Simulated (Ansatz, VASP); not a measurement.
# Cross-check of BiAs between VASP and Ansatz, part 2 of 3

Wanted: the spread between two codes on one cell, functional and k mesh. The cell is invented: As first built, before any earlier steps moved the atoms (in the runner's words): it takes the AlAs structure with some of its atoms replaced by other elements, volume scaled by an estimate. It may not be a known or stable phase. The cell is taken from a series of VASP runs on this material, whose earlier steps may have relaxed, scaled or displaced it; both programs get it as it stands. Valence electrons are named where the data sets of a main pair hold unlike numbers.

VASP 6.6.1 and Ansatz 0.2.0.

So far: Starting point; VASP: band structure, HSE06.

**3. Ansatz: band structure, HSE06**

Level of this step: Ansatz beside VASP: Kohn-Sham DFT, plane waves, HSE06 (Ansatz).

Ansatz runs on its default PAW (the set named soft_2) files.

The same cell, functional, mesh and smearing now go to Ansatz, which takes its cutoff from its data sets.

Input file input.yaml:

```yaml
crystal:
  lattice:
    - [5.0716037739, -9.1e-08, 0.0]
    - [-2.5358025406, 4.3921383167, 0.0]
    - [0.0, 0.0, 6.3422180812]
  atoms:
    - { symbol: Bi, position: [0.33333333, 0.66666667, 0.9681709195] }
    - { symbol: Bi, position: [0.66666667, 0.33333333, 0.4681709195] }
    - { symbol: As, position: [0.33333333, 0.66666667, 0.4078290805] }
    - { symbol: As, position: [0.66666667, 0.33333333, 0.9078290805] }
hamiltonian:
  xc: { exchange: pbe, correlation: pbe, exx: { coeff: 0.25, omega: 0.2 } }
  pseudopotentials: { kind: paw }
kpoints:
  mp_grid: { grid: [3, 3, 2] }
  band_path:
    path:
      - [0.0, 0.0, 0.0]
      - [0.4, 0.0, 0.0]
      - [0.4, 0.2, 0.0]
      - [0.2, 0.2, 0.0]
      - [0.06667, 0.06667, 0.0]
      - [0.0, 0.0, 0.1]
      - [0.0, 0.0, 0.5]
      - [0.4, 0.0, 0.5]
      - [0.4, 0.2, 0.5]
      - [0.2, 0.2, 0.5]
      - [0.5, 0.0, 0.4]
      - [0.33333, 0.33333, 0.0]
      - [0.33333, 0.33333, 0.5]
    npoints: 1
scf:
  occupations: { method: gaussian, width: 0.02 }
  n_extra_bands: 8
output:
  forces: true
  stress: true
  eigenvalues: true
```

Command:

```sh
$ ansatz run input.yaml --threads 4 --pin off --max-ram 9216MiB --backend cpu --events-out ev --progress --plain --runs-dir out
```

Numbers of over 12 decimals in the logs are rounded to 6 here.

The log of the run:

```text
Warning: the atoms were moved onto the symmetric positions of the space group found under crystal.symmetry.tolerance 1.0e-5 (fractional; no operation is sought that the atoms, as they stand in a round, miss by more than twice it, and no atom is moved by as much as it), and the run uses the moved positions. Before a round's move an operation carried an atom to 5.07e-8 Å from where it should land, the largest such dist [...]
Warning: output.stress: scf.convergence.dr2_threshold = 1e-7 eV (the SCF's general default) is looser than the 4e-10 eV advised for a printed stress (1e-10 eV for each atom of the cell: 4). What an SCF threshold leaves in a stress goes as its square root, and in the free energy as the threshold itself, and one threshold admits the most on a small cell: [figures from the program's tests cut] Set scf.convergence.dr2_threshold to 4e-10 eV or tighter. The threshold is an SCF's pass mark: one that does not reach it within its budget of iterations ends unconverged, or closes short of it on a stop that the run arms, and scf.convergence.dr2_threshold's page says what that costs each kind of run
Warning: output.stress: scf.exx.energy_threshold = 1e-6 eV is looser than the 4e-8 eV advised for a stress under a hybrid functional (1e-8 eV for each atom of the cell: 4). Every SCF of the exchange loop can meet its threshold on dr2 while the loop round them stops early: no threshold on dr2 bounds what that leaves in the stress. Set scf.exx.energy_threshold to 4e-8 eV or tighter. The threshold is the loop's pass mark: a loop that does not reach it within its budget of cycles ends unconverged, and scf.exx.energy_threshold's page has the law
scf.n_extra_bands = 8 over 30 filled bands (N_el = 60.0): the run solves 38 bands
Engine: ansatz 0.2.0, aarch64-unknown-linux-gnu
Pseudopotentials: kind: paw
Pseudopotential: Bi, paw, valence charge 15, recommended cutoff 420 eV (normal), Bi.paw.azcp
Pseudopotential: As, paw, valence charge 15, recommended cutoff 420 eV (normal), As.paw.azcp
Functional definition: unnamed
  parameter a_1 = 0.25
  parameter omega_1 = 0.2/angstrom
  exchange = pbe_x + (-a_1)*pbe_x_sr(omega_1) + a_1*exact_x_sr(omega_1)
  correlation = pbe_c
Crystal: 4 atoms, lattice volume = 141.274 Å³
Basis set: ecut = 420 eV, 2763 PW (Γ), exchange–correlation on 72×72×90 points (8 copies of the dense FFT grid, shifted against one another)
Bands: 38, of which v1, the nominal top of the filled ones, is band 30 counted from 1 (29 counted from 0)
Symmetry: 12 space group operations
Space group: P63mc (ITA 186), of the structure as read, at distance tolerance 5.2e-5 Å
k-points: 6 of 18
Non-local potential: Bi, projectors of the file, l = 0: 2, l = 1: 2, l = 2: 2, l = 3: 2
Non-local potential: As, projectors of the file, l = 0: 2, l = 1: 2, l = 2: 3, l = 3: 1
PAW form: soft (Blöchl's): semilocal exchange-correlation on the pseudo side does not see the compensation charge
PAW frozen core: Bi, regenerated for the run's functional, and the local potential with it (the file was generated under x = pbe(κ = 0.804, μ = 0.219515), c = pbe(β = 0.066725))
PAW frozen core: As, regenerated for the run's functional, and the local potential with it (the file was generated under x = pbe(κ = 0.804, μ = 0.219515), c = pbe(β = 0.066725))
PAW one-centre angular grid: Bi, 590 points (default); XC on 64 Gauss nodes
PAW one-centre angular grid: As, 590 points (default); XC on 64 Gauss nodes
Initial density: superposition of atomic densities (neutral atoms: chi_scale 0, normalization atom), corrected by the library's trained network
Initial wavefunctions: pseudopotential atomic-orbital guess
Functional: x = pbe(κ = 0.804, μ = 0.219515), c = pbe(β = 0.066725), warm-up for x = pbe(κ = 0.804, μ = 0.219515) + 0.25 (exact − pbe) at short range (hse, ω = 0.2 Å⁻¹), c = pbe(β = 0.066725)
SCF iter   1: F=—  HF=-34504.890984 eV  |F-HF|=—  |Δ(HF+E_count)|=         —  Δρ=1.77e-3  dr2=4.58e-3  ethr=1.77e-3  ⟨swp⟩=10.0  Hψ=934  notcnv=0
preconditioner: auto → none  [insulator: Δε(μ)=0.564 eV  Ē_g=8.932 eV  σ=0.020 eV  W_gap=1.00  n_scr=22 (ndim 8)  ℏωp=14.0 eV  f_vac=0.138  D(μ)=0.00/eV (n_scr^D=0)]
SCF iter   2: F=—  HF=-34504.893601 eV  |F-HF|=—  |Δ(HF+E_count)|=   2.62e-3  Δρ=8.20e-4  dr2=9.15e-4  ethr=7.63e-6  ⟨swp⟩=5.3  Hψ=748  notcnv=0  defer=5
SCF iter   3: F=—  HF=-34504.894375 eV  |F-HF|=—  |Δ(HF+E_count)|=   7.73e-4  Δρ=3.35e-4  dr2=2.98e-4  ethr=1.52e-6  ⟨swp⟩=3.5  Hψ=522  notcnv=0  defer=2
iter 4 solved again at ethr=3.36e-8 eV; its pass at ethr=4.96e-7 eV (dr2=2.02e-5 eV) is discarded
SCF iter   4: F=-34504.894343 eV  HF=-34504.894343 eV  |F-HF|=2.94e-7  |Δ(HF+E_count)|=   3.17e-5  Δρ=1.10e-4  dr2=2.08e-5  ethr=3.36e-8  ⟨swp⟩=3.2  Hψ=969  notcnv=0  defer=1
SCF 1 stopped early in 4 iterations: F = -34504.894343 eV  dr2 = 2.08e-5
  greatest PAW one-centre occupation: 0.999 electrons in one spin orbital (limit 2), on the As atom at site 3 (counted from 0), in its partial waves of l = 2
Initial density: handed on by an earlier stage of this run
Initial wavefunctions: those handed on with the density
Functional: x = pbe(κ = 0.804, μ = 0.219515) + 0.25 (exact − pbe) at short range (hse, ω = 0.2 Å⁻¹), c = pbe(β = 0.066725)
Exchange kernel: α = 0.2500, screened, ω = 0.2000 Å⁻¹, Wigner–Seitz truncation, v(0) = 1086.6922 eV·Å³, q-mesh 3×3×2, nearest image of the exchange supercell L = 12.68 Å, pair-density grid 24×24×30, without the augmentation charges, whose exchange is taken in its separable form by FFT convolution over the k-point mesh (sized by the pseudopotential files, 30×30×45 at the most), smooth part of the exact exchange by density-matrix convolution
Frozen-core exchange: fock
SCF iter   1: F=—  HF=-34514.368461 eV  |F-HF|=—  |Δ(HF+E_count)|=         —  Δρ=4.63e-3  dr2=1.59e-2  ethr=3.47e-7  ⟨swp⟩=10.5  Hψ=1267  notcnv=0
preconditioner: auto → none  [insulator: Δε(μ)=0.759 eV  Ē_g=10.010 eV  σ=0.020 eV  W_gap=1.00  n_scr=22 (ndim 8)  ℏωp=14.0 eV  f_vac=0.145  D(μ)=0.00/eV (n_scr^D=0)]
SCF iter   2: F=—  HF=-34514.353592 eV  |F-HF|=—  |Δ(HF+E_count)|=   1.49e-2  Δρ=2.03e-3  dr2=4.98e-3  ethr=3.47e-7  ⟨swp⟩=4.3  Hψ=830  notcnv=0
SCF iter   3: F=—  HF=-34514.352966 eV  |F-HF|=—  |Δ(HF+E_count)|=   6.26e-4  Δρ=8.11e-4  dr2=2.11e-3  ethr=3.47e-7  ⟨swp⟩=4.3  Hψ=699  notcnv=0
SCF iter   4: F=—  HF=-34514.364774 eV  |F-HF|=—  |Δ(HF+E_count)|=   1.18e-2  Δρ=8.14e-4  dr2=5.64e-4  ethr=3.47e-7  ⟨swp⟩=4.3  Hψ=849  notcnv=0
SCF iter   5: F=—  HF=-34514.364629 eV  |F-HF|=—  |Δ(HF+E_count)|=   1.45e-4  Δρ=1.86e-4  dr2=5.77e-5  ethr=3.47e-7  ⟨swp⟩=3.0  Hψ=571  notcnv=0
SCF iter   6: F=—  HF=-34514.364817 eV  |F-HF|=—  |Δ(HF+E_count)|=   1.88e-4  Δρ=9.24e-5  dr2=9.64e-6  ethr=5.14e-8  ⟨swp⟩=4.0  Hψ=524  notcnv=0
SCF iter   7: F=-34514.364816 eV  HF=-34514.364816 eV  |F-HF|=1.05e-7  |Δ(HF+E_count)|=   1.20e-6  Δρ=2.09e-5  dr2=1.98e-6  ethr=1.35e-8  ⟨swp⟩=3.3  Hψ=547  notcnv=0
SCF 2 stopped early in 7 iterations: F = -34514.364816 eV  dr2 = 1.98e-6
  Residual-converged pass: ⟨swp⟩=4.0  Hψ=664  notcnv=0  max |occ|·‖R‖ = 6.0e-6 eV (tolerance 6.7e-6 eV)  dr2=1.99e-6  dr2_onsite=1.07e-7  max |Δocc| = 4.7e-162
hybrid outer 1: dexx = +1.377e-2 eV, tail = 8.97e-5 eV
Exchange kernel: α = 0.2500, screened, ω = 0.2000 Å⁻¹, Wigner–Seitz truncation, v(0) = 1086.6922 eV·Å³, q-mesh 3×3×2, nearest image of the exchange supercell L = 12.68 Å, pair-density grid 24×24×30, without the augmentation charges, whose exchange is taken in its separable form by FFT convolution over the k-point mesh (sized by the pseudopotential files, 30×30×45 at the most), smooth part of the exact exchange by density-matrix convolution
Frozen-core exchange: fock
SCF iter   1: F=—  HF=-34514.365087 eV  |F-HF|=—  |Δ(HF+E_count)|=         —  Δρ=3.72e-5  dr2=1.95e-6  ethr=7.47e-7  ⟨swp⟩=3.8  Hψ=488  notcnv=0
preconditioner: auto → none  [insulator: Δε(μ)=0.760 eV  Ē_g=10.014 eV  σ=0.020 eV  W_gap=1.00  n_scr=22 (ndim 8)  ℏωp=14.0 eV  f_vac=0.145  D(μ)=0.00/eV (n_scr^D=0)]
SCF iter   2: F=—  HF=-34514.365089 eV  |F-HF|=—  |Δ(HF+E_count)|=   1.81e-6  Δρ=1.79e-5  dr2=3.61e-7  ethr=2.89e-9  ⟨swp⟩=4.0  Hψ=704  notcnv=0
SCF iter   3: F=—  HF=-34514.365090 eV  |F-HF|=—  |Δ(HF+E_count)|=   9.61e-7  Δρ=7.00e-6  dr2=6.60e-8  ethr=3.17e-10  ⟨swp⟩=4.2  Hψ=649  notcnv=0
SCF iter   4: F=—  HF=-34514.365090 eV  |F-HF|=—  |Δ(HF+E_count)|=  5.09e-11  Δρ=1.24e-6  dr2=2.89e-8  ethr=5.89e-11  ⟨swp⟩=3.2  Hψ=476  notcnv=0
SCF iter   5: F=—  HF=-34514.365090 eV  |F-HF|=—  |Δ(HF+E_count)|=   1.51e-7  Δρ=1.55e-6  dr2=5.63e-9  ethr=2.55e-12  ⟨swp⟩=4.5  Hψ=725  notcnv=0
SCF iter   6: F=—  HF=-34514.365090 eV  |F-HF|=—  |Δ(HF+E_count)|=   4.62e-9  Δρ=5.84e-7  dr2=1.65e-9  ethr=2.55e-12  ⟨swp⟩=4.0  Hψ=587  notcnv=0
SCF iter   7: F=—  HF=-34514.365090 eV  |F-HF|=—  |Δ(HF+E_count)|=   8.61e-9  Δρ=4.29e-7  dr2=8.32e-10  ethr=1.00e-12  ⟨swp⟩=3.8  Hψ=548  notcnv=0
SCF iter   8: F=-34514.365090 eV  HF=-34514.365090 eV  |F-HF|=3.64e-11  |Δ(HF+E_count)|=   1.44e-9  Δρ=1.55e-7  dr2=5.74e-11  ethr=1.00e-12  ⟨swp⟩=3.0  Hψ=443  notcnv=0
SCF 3 converged in 8 iterations: F = -34514.365090 eV  dr2 = 5.74e-11
  Residual-converged pass: ⟨swp⟩=3.0  Hψ=518  notcnv=0  max |occ|·‖R‖ = 5.8e-7 eV (tolerance 6.3e-7 eV)  dr2=5.41e-11  dr2_onsite=1.44e-11  max |Δocc| = 9.6e-166
  greatest PAW one-centre occupation: 0.999 electrons in one spin orbital (limit 2), on the As atom at site 2 (counted from 0), in its partial waves of l = 2
hybrid outer 2: dexx = +1.452e-6 eV, tail = 4.01e-8 eV, Δε = 3.07e-3 eV (about 1.10e-4 eV left of the loop's levels), ΔF = 5.39e-3 eV/Å (tail 8.67e-4)
NSCF: frozen V_eff on 13 k-points
hybrid SCF converged: 2 outer / 15 inner (+4 warm-up), last move |dexx| = 1.45e-6 eV, tail = 4.01e-8 eV
Stability not checked: this state was not tested for a lower state beside it, because the functional holds exact exchange (a hybrid, or Hartree-Fock), whose exchange loop this test does not read (fock_operator; see scf.lower_state_search)
Free energy (F): -34514.365090 eV
Frozen-core exchange: fock
Harris-Foulkes:  -34514.365090 eV  (|F-HF|=3.64e-11)
Internal energy: -34514.365090 eV  (E = F + TS)
E sigma→0 (E₀):  -34514.365090 eV
Fermi energy:    7.348566 eV
--- Per-component energies (eV) ---
  E_band       = -985.988284
  E_kinetic    = 801.907167
  E_local      = -7783.136642  (includes V_loc(G=0)·N_el)
  E_nonlocal   = -219.769714
  E_hartree    = 3452.940607
  E_xc         = -368.901471
  E_vxc        = -354.881419  (∫ρ·V_xc dr)
  E_exx        = -192.136527  (= α·E_x^exact, valence–valence)
  E_paw        = -24901.011665  (= ΣΔE_a)
  E_vpaw       = 48.284470  (= ΣTr[D̂ρ^β])
  E_aug_tail   = -0.000849  (compensation charges beyond the density's cutoff)
  E_ewald      = -5303.040473
  E_core_change = -1.215523  (= ΣΔE_core)
  E_smearing   = -0.000000  (= −TS)
  E_closure    = -0.000000  (closes the sum)
  Σ components = -34514.365090   (vs F -34514.365090, Δ=0.00e0)
--- Forces (eV/Å), atoms counted from 1 ---
  atom   1  Bi     0.00000000     0.00000000     0.29786216
  atom   2  Bi    -0.00000000    -0.00000000     0.29786216
  atom   3  As     0.00000000    -0.00000000    -0.29808157
  atom   4  As    -0.00000000     0.00000000    -0.29808157
  max |Σ_I F_I| component: 4.39e-4 eV/Å
--- Stress (GPa, compression-positive) ---
       -3.231461       0.000000       0.000000
        0.000000      -3.231461       0.000000
        0.000000       0.000000       2.247673
  P = ⅓ Tr σ = -1.4051 GPa (-14.051 kbar)
--- Band table (eV; the first three rows and the last of 6) ---
  k-point 0: bands = [... 26 lower, 3.4252, 5.2418, 5.3036, 5.3036, 7.7282, 7.7282, 10.0078, 10.0078, ... 4 higher]
  k-point 1: bands = [... 26 lower, 4.2024, 4.2024, 4.9039, 4.9039, 8.6776, 8.6776, 8.6776, 8.6776, ... 4 higher]
  k-point 2: bands = [... 26 lower, 4.0197, 4.6119, 4.7021, 6.3310, 8.4492, 9.4165, 10.4466, 11.2769, ... 4 higher]
  k-point 5: bands = [... 26 lower, 5.2234, 5.2234, 6.8669, 6.8669, 8.2976, 8.2976, 8.8179, 8.8179, ... 4 higher]
```

Wall time 55 s (4 threads of Arm Neoverse V1, shared host); peak memory 1.1 GiB.

In the SCF lines HF is the Harris–Foulkes energy and dr2 the Hartree energy of the density residual, in eV; the loop may stop once dr2 is under the threshold and the program's other checks hold. Hψ counts applications of the Hamiltonian.

**4. Differences**

Known differences besides the potentials themselves: exact exchange at q = 0 is treated differently, which shows on coarse meshes; VASP keeps PBE cores, Ansatz makes them for the functional; the data sets hold 60 valence electrons in Ansatz (on its default PAW (the set named soft_2) files) and 40 in VASP; the cutoff is 420 eV in Ansatz and 400 eV in VASP; VASP takes a coarser grid for exact exchange (PRECFOCK = Fast). Total energies have different zeros and are not compared.

Both answers:

```
                     quantity  Ansatz   VASP  difference
gap over the path points (eV)   0.287  0.303      -0.016
```

Forces (eV/Å; atoms numbered as in POSCAR):

```
atom        Ansatz x, y, z          VASP x, y, z
 Bi1   0.000, 0.000, 0.298   0.000, 0.000, 0.295
 Bi2   0.000, 0.000, 0.298   0.000, 0.000, 0.295
 As3  0.000, 0.000, -0.298  0.000, 0.000, -0.295
 As4  0.000, 0.000, -0.298  0.000, 0.000, -0.295
```

Levels at points of the path, from each program's valence-band top (eV; 4 filled, then empty):

```
k (reciprocal lattice)                                  Ansatz                                    VASP
     0.000 0.000 0.000  -3.98 -2.16 -2.10 -2.10 0.33 0.33 2.60  -3.96 -2.15 -2.08 -2.08 0.34 0.34 2.62
     0.400 0.000 0.000  -3.64 -2.80 -2.76 -0.97 1.53 2.37 3.36  -3.62 -2.79 -2.74 -0.97 1.54 2.38 3.36
     0.400 0.200 0.000   -4.07 -3.34 -1.55 0.00 1.12 2.50 2.65   -4.05 -3.32 -1.54 0.00 1.14 2.51 2.65
     0.200 0.200 0.000  -3.39 -2.99 -2.18 -0.56 0.51 2.26 2.53  -3.37 -2.98 -2.17 -0.55 0.53 2.27 2.54
     0.067 0.067 0.000  -3.64 -2.35 -2.22 -1.85 0.29 0.62 2.56  -3.62 -2.34 -2.21 -1.84 0.30 0.64 2.57
     0.000 0.000 0.100  -3.94 -2.17 -2.17 -2.01 0.37 0.37 2.52  -3.93 -2.15 -2.15 -2.00 0.39 0.39 2.53
     0.000 0.000 0.500  -3.20 -3.20 -2.50 -2.50 1.27 1.27 1.27  -3.18 -3.18 -2.48 -2.48 1.29 1.29 1.29
     0.400 0.000 0.500  -2.80 -2.80 -1.65 -1.65 0.83 0.83 2.60  -2.79 -2.79 -1.64 -1.64 0.84 0.84 2.61
     0.400 0.200 0.500  -2.29 -2.29 -0.93 -0.93 0.70 0.70 1.97  -2.28 -2.28 -0.93 -0.93 0.72 0.72 1.99
     0.200 0.200 0.500  -2.60 -2.60 -1.27 -1.27 0.69 0.69 1.77  -2.59 -2.59 -1.25 -1.25 0.70 0.70 1.79
```

The forces differ by 1.7 meV/Å r.m.s., which is 1.0 % of the r.m.s. force of 0.170 eV/Å (both taken over all components). Among the levels compared at these points, filled levels agree within 19 meV and empty ones within 19 meV.

**5. Ansatz: band structure, r2SCAN0**

The same path points are solved in both programs, so levels can be compared one by one.

The cell is taken from a series of VASP runs on this material, whose earlier steps may have relaxed, scaled or displaced it; both programs get it as it stands.

Changes to input.yaml since step 3:

```diff
@@ -11,3 +11,3 @@
 hamiltonian:
-  xc: { exchange: pbe, correlation: pbe, exx: { coeff: 0.25, omega: 0.2 } }
+  xc: r2scan0
   pseudopotentials: { kind: paw }
@@ -21,3 +21,3 @@
       - [0.2, 0.2, 0.0]
-      - [0.06667, 0.06667, 0.0]
+      - [0.13333, 0.13333, 0.0]
       - [0.0, 0.0, 0.1]
@@ -38 +38,5 @@
   eigenvalues: true
+  write_density: true
+  write_potential: true
+  elf: true
+  volumetric_format: npy
```

The log of the run:

```text
[...]
Crystal: 4 atoms, lattice volume = 141.274 Å³
Basis set: ecut = 500 eV, 3587 PW (Γ), exchange–correlation on 160×160×192 points (64 copies of the dense FFT grid, shifted against one another)
Bands: 38, of which v1, the nominal top of the filled ones, is band 30 counted from 1 (29 counted from 0)
Symmetry: 12 space group operations
[...]
k-points: 6 of 18
[...]
P = ⅓ Tr σ = -1.9714 GPa (-19.714 kbar)
--- Band table (eV; the first three rows and the last of 6) ---
  k-point 0: bands = [... 26 lower, 2.8750, 4.7669, 4.8000, 4.8000, 7.9760, 7.9760, 10.3297, 10.3297, ... 4 higher]
  k-point 1: bands = [... 26 lower, 3.6736, 3.6736, 4.4005, 4.4005, 8.9596, 8.9596, 8.9596, 8.9596, ... 4 higher]
  k-point 2: bands = [... 26 lower, 3.5047, 4.1270, 4.1657, 5.9224, 8.7091, 9.7353, 10.8097, 11.6531, ... 4 higher]
  k-point 5: bands = [... 26 lower, 4.6995, 4.6995, 6.5445, 6.5445, 8.6101, 8.6101, 9.1193, 9.1193, ... 4 higher]
[key lines of the parts left out:]
Free energy (F): -34543.662116 eV
Fermi energy:    7.295774 eV
```

Run time: 74 s. Hardware: 4 threads; peak memory 1.6 GiB; 4.5 min of CPU time.

[end of part 2 of 3]

[Lines on the potential files, build, host, timing and source positions are cut from VASP's logs without a mark.]

[Logs are printed without paths, hosts, clocks, repeated set-up lines and the standing remarks that a program may print on its own settings, such as how far it seeks lower states.]

[Hosts, paths, dates, database ids (printed as entryN), source tags and the programs' standing remarks are cut or masked in the printed files.]
